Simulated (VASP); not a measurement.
Here is a VASP 6.6.1 calculation.

File INCAR:

```
ALGO = Fast ; EDIFF = 1E-6
ENCUT = 520 ; GGA = PS
ISIF = 2 ; ISMEAR = 0
LASPH = True ; LCHARG = False
LREAL = False ; LWAVE = False
NBANDS = 46 ; NELM = 100
PREC = Accurate ; SIGMA = 0.1
```

KPOINTS

```
k-points
0
Gamma
  3 3 3
```

The input POSCAR:

```
CsZn4P3
1.0
    5.5285060000      0.0222780000     -1.1807060000
    0.3233250000      5.4861160000      0.0534630000
   -0.1370390000     -0.9957010000      6.3016880000
Cs P Zn
1 3 4
Direct
    0.6502309719      0.8851522428      0.2742115629
    0.5085062153      0.4273468190      0.6558612703
    0.8878965331      0.4448564732      0.5617125764
    0.1975803580      0.2077917238      0.5492484149
    0.8873765611      0.7445327402      0.8484715327
    0.2794833611      0.4236349913      0.2584681888
    1.0041095934      0.1923345464      0.8815700555
    0.5664383646      0.0567469500      0.8041404642
```

Potentials or basis: VASP PAW PBE potentials, release 64 (Cs_sv, P, Zn).

Launch:

```sh
$ cat potpaw_PBE.64/Cs_sv/POTCAR potpaw_PBE.64/P/POTCAR potpaw_PBE.64/Zn/POTCAR > POTCAR
$ mpirun -np 1 vasp_std > vasp.out
```

**Question.** Estimate the pressure.

**Answer.** 2.7 GPa.

**Question.** Predict the largest force.

**Answer.** 1.675 eV/Å.

**Question.** What does it give for the band gap on the k mesh?

**Answer.** None (metal or under the smearing width).

Stress tensor (GPa, compression positive):
```
 5.83  0.82 -1.90
 0.82  1.84 -0.39
-1.90 -0.39  0.44
```

Caveat: the k mesh is coarse (spacing up to 0.39 Å⁻¹), so the values aren't converged; the PAW data sets were made with another functional, which shifts forces and pressure a little. The run has no spin-orbit coupling, so splittings on Cs are missing.
